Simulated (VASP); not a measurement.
Computed with r2SCAN meta-GGA, VASP's PBE PAW potentials (set 64) (plane waves; VASP).

VASP input:

POSCAR:
```
Te
1
   -3.0085270000     3.0085270000     1.6414890000
    3.0085270000    -3.0085270000     1.6414890000
    3.0085270000     3.0085270000    -1.6414890000
Te
2
Direct
  0.7500000000   0.2500000000   0.5000000000
  0.0000000000   0.0000000000   0.0000000000
```

### KPOINTS
```
Automatic
0
G
8 8 8
```

### INCAR
```
ALGO  =  Normal
EDIFF  =  1E-6
EDIFFG  =  -0.01
ENCUT  =  400
IBRION  =  2
ISIF  =  3
ISMEAR  =  0
LASPH  =  .TRUE.
LCHARG  =  .FALSE.
LMAXMIX  =  4
LMIXTAU  =  .TRUE.
LREAL  =  .FALSE.
LWAVE  =  .FALSE.
METAGGA  =  R2SCAN
NELM  =  100
NSW  =  60
PREC  =  Accurate
SIGMA  =  0.05
SYSTEM  =  Te
```

POTCAR, in this order: Te (PBE.64 set). Program: vasp_std.

The resulting files:

File OUTCAR:
```
 ion  position               nearest neighbor table
   1  0.750  0.250  0.500-   2 3.12   2 3.12   2 3.12   2 3.12
   2  0.000  0.000  0.000-   1 3.12   1 3.12   1 3.12   1 3.12
  LATTYP: Found a body centered tetragonal cell.
 ALAT       =     6.0170540000
 C/A-ratio  =     0.5456121883
 Subroutine PRICEL returns:
 Original cell was already a primitive cell.
 Subroutine GETGRP returns: Found 16 space group operations
The static configuration has the point symmetry D_2d.
 The point group associated with its full space group is D_4h.
The dynamic configuration has the point symmetry D_2d.
 Subroutine INISYM returns: Found 16 space group operations
 Subroutine IBZKPT returns following result:
 Found     59 irreducible k-points:

 Following reciprocal coordinates:
            Coordinates               Weight
  0.000000  0.000000  0.000000      1.000000
  0.125000  0.000000  0.000000      8.000000
  0.250000  0.000000  0.000000      8.000000
  0.375000 -0.000000  0.000000      8.000000
  0.500000  0.000000  0.000000      4.000000
  0.125000  0.125000  0.000000      8.000000
  0.250000  0.125000  0.000000     16.000000
  0.375000  0.125000  0.000000     16.000000
  0.500000  0.125000  0.000000     16.000000
 -0.375000  0.125000 -0.000000     16.000000
 -0.250000  0.125000  0.000000     16.000000
 -0.125000  0.125000  0.000000      4.000000
  0.250000  0.250000  0.000000      8.000000
  0.375000  0.250000  0.000000     16.000000
  0.500000  0.250000  0.000000     16.000000
 -0.375000  0.250000 -0.000000     16.000000
 -0.250000  0.250000  0.000000      4.000000
  0.375000  0.375000  0.000000      8.000000
  0.500000  0.375000  0.000000     16.000000
 -0.375000  0.375000  0.000000      4.000000
  0.500000  0.500000  0.000000      2.000000
  0.125000  0.125000  0.125000      8.000000
...
```

OSZICAR:
```
...
DAV:  10    -0.503108184732E+02   -0.27566E-06   -0.69197E-08   626   0.318E-03
   6 F= -.50310818E+02 E0= -.50310341E+02  d E =-.569581E-01
       N       E                     dE             d eps       ncg     rms          rms(c)
DAV:   1    -0.502211589531E+02    0.89659E-01   -0.24974E+01  1238   0.303E+01    0.947E+00
DAV:   2    -0.499773919035E+02    0.24377E+00   -0.96913E-01  1272   0.726E+00    0.213E+00
DAV:   3    -0.499657804092E+02    0.11611E-01   -0.67965E-02  1264   0.192E+00    0.132E+00
DAV:   4    -0.499401689615E+02    0.25611E-01   -0.11586E-01  1246   0.211E+00    0.516E-01
DAV:   5    -0.499364839681E+02    0.36850E-02   -0.10276E-02  1216   0.896E-01    0.129E-01
DAV:   6    -0.499417258907E+02   -0.52419E-02   -0.43193E-03  1202   0.621E-01    0.599E-02
DAV:   7    -0.499420674642E+02   -0.34157E-03   -0.56413E-04  1210   0.239E-01    0.837E-02
DAV:   8    -0.499421198088E+02   -0.52345E-04   -0.20771E-04  1248   0.135E-01    0.114E-02
DAV:   9    -0.499421961282E+02   -0.76319E-04   -0.38344E-05  1220   0.637E-02    0.420E-03
DAV:  10    -0.499421983216E+02   -0.21935E-05   -0.31306E-06  1246   0.167E-02    0.283E-03
DAV:  11    -0.499421981891E+02    0.13250E-06   -0.53158E-07   628   0.901E-03
   7 F= -.49942198E+02 E0= -.49940988E+02  d E =0.311662E+00
       N       E                     dE             d eps       ncg     rms          rms(c)
DAV:   1    -0.506013819950E+02   -0.65918E+00   -0.21908E+01  1248   0.280E+01    0.316E+00
DAV:   2    -0.504080664493E+02    0.19332E+00   -0.90511E-01  1276   0.643E+00    0.185E+00
DAV:   3    -0.502974318692E+02    0.11063E+00   -0.29807E-01  1252   0.363E+00    0.187E-01
DAV:   4    -0.503124716317E+02   -0.15040E-01   -0.16989E-02  1256   0.119E+00    0.345E-01
DAV:   5    -0.503130726231E+02   -0.60099E-03   -0.59055E-04  1300   0.236E-01    0.268E-01
DAV:   6    -0.503132995308E+02   -0.22691E-03   -0.17980E-03  1224   0.371E-01    0.670E-02
DAV:   7    -0.503137194809E+02   -0.41995E-03   -0.25794E-04  1204   0.158E-01    0.396E-02
DAV:   8    -0.503136698382E+02    0.49643E-04   -0.42453E-05  1242   0.647E-02    0.299E-02
DAV:   9    -0.503137059517E+02   -0.36113E-04   -0.68915E-05  1214   0.801E-02    0.391E-03
DAV:  10    -0.503137247803E+02   -0.18829E-04   -0.11216E-05  1220   0.333E-02    0.287E-03
DAV:  11    -0.503137250195E+02   -0.23913E-06   -0.18393E-07   620   0.495E-03
   8 F= -.50313725E+02 E0= -.50313201E+02  d E =-.598647E-01
       N       E                     dE             d eps       ncg     rms          rms(c)
DAV:   1    -0.503207543529E+02   -0.70296E-02   -0.20690E+00  1244   0.859E+00    0.168E+00
DAV:   2    -0.502982317191E+02    0.22523E-01   -0.77013E-02  1268   0.200E+00    0.485E-01
DAV:   3    -0.502936305737E+02    0.46011E-02   -0.10317E-02  1278   0.704E-01    0.221E-01
DAV:   4    -0.502919759361E+02    0.16546E-02   -0.64166E-03  1266   0.489E-01    0.411E-02
DAV:   5    -0.502915826976E+02    0.39324E-03   -0.54397E-04  1228   0.221E-01    0.220E-02
DAV:   6    -0.502920754969E+02   -0.49280E-03   -0.32160E-04  1208   0.175E-01    0.228E-02
DAV:   7    -0.502921032155E+02   -0.27719E-04   -0.43432E-05  1204   0.648E-02    0.111E-02
DAV:   8    -0.502921080413E+02   -0.48258E-05   -0.40970E-06  1264   0.180E-02    0.342E-03
DAV:   9    -0.502921105621E+02   -0.25208E-05   -0.12403E-06   752   0.123E-02    0.227E-03
DAV:  10    -0.502921111368E+02   -0.57474E-06   -0.18537E-07   590   0.409E-03
   9 F= -.50292111E+02 E0= -.50291147E+02  d E =-.382508E-01
       N       E                     dE             d eps       ncg     rms          rms(c)
DAV:   1    -0.503357697118E+02   -0.43659E-01   -0.13674E+00  1240   0.696E+00    0.105E+00
DAV:   2    -0.503209939719E+02    0.14776E-01   -0.51987E-02  1272   0.161E+00    0.394E-01
DAV:   3    -0.503157574376E+02    0.52365E-02   -0.12198E-02  1276   0.742E-01    0.111E-01
DAV:   4    -0.503154052583E+02    0.35218E-03   -0.20809E-03  1296   0.297E-01    0.706E-02
DAV:   5    -0.503151777137E+02    0.22754E-03   -0.31146E-04  1240   0.178E-01    0.172E-02
DAV:   6    -0.503154710939E+02   -0.29338E-03   -0.13764E-04  1232   0.112E-01    0.950E-03
DAV:   7    -0.503154626428E+02    0.84511E-05   -0.47792E-05  1208   0.670E-02    0.122E-02
DAV:   8    -0.503154934445E+02   -0.30802E-04   -0.18670E-05  1216   0.401E-02    0.553E-03
DAV:   9    -0.503154957251E+02   -0.22807E-05   -0.13340E-06   748   0.125E-02    0.134E-03
DAV:  10    -0.503154954683E+02    0.25683E-06   -0.41991E-07   606   0.611E-03
  10 F= -.50315495E+02 E0= -.50315062E+02  d E =-.616351E-01
       N       E                     dE             d eps       ncg     rms          rms(c)
DAV:   1    -0.503381966632E+02   -0.22701E-01   -0.12085E+00  1236   0.640E+00    0.683E-01
DAV:   2    -0.503220190376E+02    0.16178E-01   -0.47683E-02  1272   0.157E+00    0.410E-01
DAV:   3    -0.503149534768E+02    0.70656E-02   -0.24203E-02  1248   0.977E-01    0.246E-01
DAV:   4    -0.503154245059E+02   -0.47103E-03   -0.73386E-04  1272   0.238E-01    0.210E-01
DAV:   5    -0.503144984822E+02    0.92602E-03   -0.61879E-04  1200   0.240E-01    0.546E-02
DAV:   6    -0.503154224581E+02   -0.92398E-03   -0.40285E-04  1184   0.206E-01    0.150E-02
DAV:   7    -0.503154331854E+02   -0.10727E-04   -0.10708E-05  1264   0.317E-02    0.737E-03
DAV:   8    -0.503154337617E+02   -0.57632E-06   -0.11696E-06   762   0.108E-02
  11 F= -.50315434E+02 E0= -.50314458E+02  d E =0.617066E-04
       N       E                     dE             d eps       ncg     rms          rms(c)
DAV:   1    -0.503255950049E+02   -0.10162E-01   -0.31607E-01  1240   0.330E+00    0.345E-01
DAV:   2    -0.503213314814E+02    0.42635E-02   -0.11718E-02  1262   0.789E-01    0.205E-01
DAV:   3    -0.503195728804E+02    0.17586E-02   -0.63671E-03  1252   0.508E-01    0.119E-01
DAV:   4    -0.503197084098E+02   -0.13553E-03   -0.18166E-04  1270   0.118E-01    0.103E-01
DAV:   5    -0.503196009399E+02    0.10747E-03   -0.72113E-05  1210   0.821E-02    0.174E-02
DAV:   6    -0.503197244221E+02   -0.12348E-03   -0.65043E-05  1190   0.842E-02    0.133E-02
DAV:   7    -0.503197305083E+02   -0.60861E-05   -0.61766E-06  1188   0.253E-02    0.567E-03
DAV:   8    -0.503197296637E+02    0.84454E-06   -0.31090E-06  1234   0.171E-02
  12 F= -.50319730E+02 E0= -.50319073E+02  d E =-.423420E-02
       N       E                     dE             d eps       ncg     rms          rms(c)
DAV:   1    -0.503280633198E+02   -0.83328E-02   -0.19540E-01  1210   0.244E+00    0.494E-01
DAV:   2    -0.503258216591E+02    0.22417E-02   -0.55600E-03  1242   0.593E-01    0.244E-01
DAV:   3    -0.503243805654E+02    0.14411E-02   -0.30166E-03  1196   0.346E-01    0.216E-01
DAV:   4    -0.503243789913E+02    0.15742E-05   -0.11511E-04  1790   0.813E-02    0.199E-01
DAV:   5    -0.503243718795E+02    0.71117E-05   -0.35879E-06  1238   0.202E-02    0.144E-01
DAV:   6    -0.503243692123E+02    0.26672E-05   -0.29303E-05  1190   0.523E-02    0.594E-03
DAV:   7    -0.503243778267E+02   -0.86144E-05   -0.42082E-06  1200   0.248E-02    0.434E-03
DAV:   8    -0.503243761476E+02    0.16791E-05   -0.45130E-07   600   0.758E-03    0.169E-03
DAV:   9    -0.503243780033E+02   -0.18557E-05   -0.40505E-07   592   0.678E-03    0.108E-04
DAV:  10    -0.503243776774E+02    0.32594E-06   -0.32584E-08   590   0.193E-03
  13 F= -.50324378E+02 E0= -.50323807E+02  d E =-.464801E-02
       N       E                     dE             d eps       ncg     rms          rms(c)
DAV:   1    -0.503243864827E+02   -0.84794E-05   -0.21868E-04  1210   0.817E-02    0.164E-02
DAV:   2    -0.503243838796E+02    0.26031E-05   -0.60418E-06  1240   0.196E-02    0.815E-03
DAV:   3    -0.503243821797E+02    0.16999E-05   -0.34728E-06  1196   0.117E-02    0.677E-03
DAV:   4    -0.503243818062E+02    0.37350E-06   -0.92390E-08   590   0.271E-03
  14 F= -.50324382E+02 E0= -.50323813E+02  d E =-.465214E-02
```

OUTCAR:
```
------------------------ aborting loop because EDIFF is reached ----------------------------------------
  FORCE on cell =-STRESS in cart. coord.  units (eV):
  Direction    XX          YY          ZZ          XY          YZ          ZX
  --------------------------------------------------------------------------------------
  Total       -0.0063189     -0.0063189      0.0069392      0.0000000      0.0000000      0.0000000
  in kB       -0.1564891     -0.1564891      0.1718512      0.0000000      0.0000000      0.0000000
  external PRESSURE =      -0.0470424 kB  Pullay stress =       0.0000000 kB
  volume of cell :       64.69
      direct lattice vectors                 reciprocal lattice vectors
    -3.248661652  3.248661652  1.532491639     0.000000000  0.153909534  0.326266054
     3.248661652 -3.248661652  1.532491639     0.153909534  0.000000000  0.326266054
     3.248661652  3.248661652 -1.532491639     0.153909534  0.153909534  0.000000000
 POSITION                                       TOTAL-FORCE (eV/Angst)
 -----------------------------------------------------------------------------------
      0.00000      3.24866      0.76625        -0.000000      0.000000      0.000000
     -0.00000      0.00000      0.00000         0.000000     -0.000000     -0.000000
 -----------------------------------------------------------------------------------
    total drift:                                0.000000     -0.000000      0.000000
  FREE ENERGIE OF THE ION-ELECTRON SYSTEM (eV)
  ---------------------------------------------------
  free  energy   TOTEN  =       -50.3243818062 eV

  energy  without entropy=      -50.3232446536  energy(sigma->0) =      -50.32381323

 reached required accuracy - stopping structural energy minimisation
```
(Selected blocks of OUTCAR.)

File CONTCAR:
```
Te
   1.00000000000000
    -3.2486616515750910    3.2486616515750910    1.5324916389827552
     3.2486616515750910   -3.2486616515750910    1.5324916389827552
     3.2486616515750910    3.2486616515750910   -1.5324916389827552
  Te
     2
Direct
     0.7500000000000000    0.2500000000000000    0.5000000000000000
     0.0000000000000000    0.0000000000000000    0.0000000000000000
```

Energy and stress use the plane-wave basis of the starting cell.

The structure was generated: Te was put into the beta-Sn type (I4_1/amd), which need not be its known phase. This run relaxes it. Symmetry was kept, so distortions that lower it aren't found.
